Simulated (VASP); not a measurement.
All values below come from AM05 GGA, VASP's PBE PAW potentials (set 64) (plane waves; VASP 6.6.1).

VASP input:

**KPOINTS**
```
Automatic mesh
0
Gamma
12 12 12
0 0 0
```

POSCAR:
```
CoAl
1
    2.8222477601    -0.0000000000    -0.0000000000
    0.0000000000     2.8222477601     0.0000000000
    0.0000000000    -0.0000000000     2.8222477601
Al Co
1 1
Direct
  0.5000000000   0.5000000000   0.5000000000
  0.0000000000   0.0000000000   0.0000000000
```

**INCAR**
```
! general
SYSTEM  = CoAl
PREC    = Accurate
ENCUT   = 520   ! plane-wave cut-off (eV)
LREAL   = .FALSE.   ! projection in real space or not
LASPH   = .TRUE.

! electronic loop
EDIFF   = 1E-6   ! SCF stop (eV)
NELM    = 100   ! most electronic steps
ALGO    = Normal
LMAXMIX = 4

! smearing
ISMEAR  = 1   ! Methfessel-Paxton
SIGMA   = 0.1   ! width (eV)

! functional
GGA     = AM   ! AM05

! ions
IBRION  = 2
NSW     = 60
ISIF    = 3   ! ions, shape and volume
EDIFFG  = -0.01   ! ionic stop

! output
LWAVE   = .FALSE.
LCHARG  = .FALSE.
```

POTCAR, in this order: Al Co (PBE.64 set). Program: vasp_std.

The run wrote:

File OUTCAR:
```
 ion  position               nearest neighbor table
   1  0.500  0.500  0.500-   2 2.44   2 2.44   2 2.44   2 2.44   2 2.44   2 2.44   2 2.44   2 2.44
  LATTYP: Found a simple cubic cell.
 ALAT       =     2.8222477601
 Subroutine PRICEL returns:
 Original cell was already a primitive cell.
 Subroutine GETGRP returns: Found 48 space group operations
The static configuration has the point symmetry O_h .
The dynamic configuration has the point symmetry O_h .
 Subroutine INISYM returns: Found 48 space group operations
 Subroutine IBZKPT returns following result:
 Found     84 irreducible k-points:

 Following reciprocal coordinates:
            Coordinates               Weight
  0.000000  0.000000  0.000000      1.000000
  0.083333  0.000000  0.000000      6.000000
  0.166667  0.000000  0.000000      6.000000
  0.250000  0.000000  0.000000      6.000000
  0.333333  0.000000  0.000000      6.000000
  0.416667  0.000000  0.000000      6.000000
  0.500000  0.000000  0.000000      3.000000
  0.083333  0.083333  0.000000     12.000000
  0.166667  0.083333  0.000000     24.000000
  0.250000  0.083333  0.000000     24.000000
...
```

**OSZICAR**
```
       N       E                     dE             d eps       ncg     rms          rms(c)
DAV:   1     0.362778246445E+02    0.36278E+02   -0.54450E+03  1688   0.126E+03
DAV:   2    -0.133402281611E+02   -0.49618E+02   -0.47072E+02  1692   0.194E+02
DAV:   3    -0.146250853274E+02   -0.12849E+01   -0.12613E+01  1980   0.407E+01
DAV:   4    -0.146489874597E+02   -0.23902E-01   -0.23885E-01  2028   0.500E+00
DAV:   5    -0.146496921790E+02   -0.70472E-03   -0.70469E-03  1966   0.862E-01    0.134E+01
DAV:   6    -0.174061773328E+02   -0.27565E+01   -0.76678E+01  1876   0.133E+02    0.177E+01
DAV:   7    -0.127944496730E+02    0.46117E+01   -0.33126E+01  1846   0.837E+01    0.190E+00
DAV:   8    -0.127834225214E+02    0.11027E-01   -0.24496E-01  1768   0.438E+00    0.124E+00
DAV:   9    -0.127667601987E+02    0.16662E-01   -0.45296E-02  2058   0.290E+00    0.322E-01
DAV:  10    -0.127661646316E+02    0.59557E-03   -0.15221E-03  2000   0.565E-01    0.143E-01
DAV:  11    -0.127661498842E+02    0.14747E-04   -0.40492E-05  2296   0.676E-02    0.301E-02
DAV:  12    -0.127661431229E+02    0.67614E-05   -0.26865E-05  1972   0.738E-02    0.628E-03
DAV:  13    -0.127661429730E+02    0.14989E-06   -0.47664E-07   926   0.710E-03
   1 F= -.12766143E+02 E0= -.12766077E+02  d E =-.127661E+02
```

OUTCAR:
```
------------------------ aborting loop because EDIFF is reached ----------------------------------------
  FORCE on cell =-STRESS in cart. coord.  units (eV):
  Direction    XX          YY          ZZ          XY          YZ          ZX
  --------------------------------------------------------------------------------------
  Total       -0.0007396     -0.0007396     -0.0007396     -0.0000000      0.0000000     -0.0000000
  in kB       -0.0527169     -0.0527169     -0.0527169     -0.0000000      0.0000000     -0.0000000
  external PRESSURE =      -0.0527169 kB  Pullay stress =       0.0000000 kB
  volume of cell :       22.48
      direct lattice vectors                 reciprocal lattice vectors
     2.822247760  0.000000000  0.000000000     0.354327502  0.000000000  0.000000000
     0.000000000  2.822247760  0.000000000     0.000000000  0.354327502  0.000000000
     0.000000000  0.000000000  2.822247760     0.000000000  0.000000000  0.354327502
 POSITION                                       TOTAL-FORCE (eV/Angst)
 -----------------------------------------------------------------------------------
      1.41112      1.41112      1.41112         0.000000      0.000000      0.000000
      0.00000      0.00000      0.00000         0.000000      0.000000      0.000000
 -----------------------------------------------------------------------------------
    total drift:                                0.000000      0.000000      0.000000
  FREE ENERGIE OF THE ION-ELECTRON SYSTEM (eV)
  ---------------------------------------------------
  free  energy   TOTEN  =       -12.7661429730 eV

  energy  without entropy=      -12.7659440668  energy(sigma->0) =      -12.76607667

 reached required accuracy - stopping structural energy minimisation
```
(Selected blocks of OUTCAR.)

The compound is CoAl in the CsCl type structure. It was relaxed first. The start is the result of an earlier pass. The run is not spin-polarised, so no magnetic state was tried.
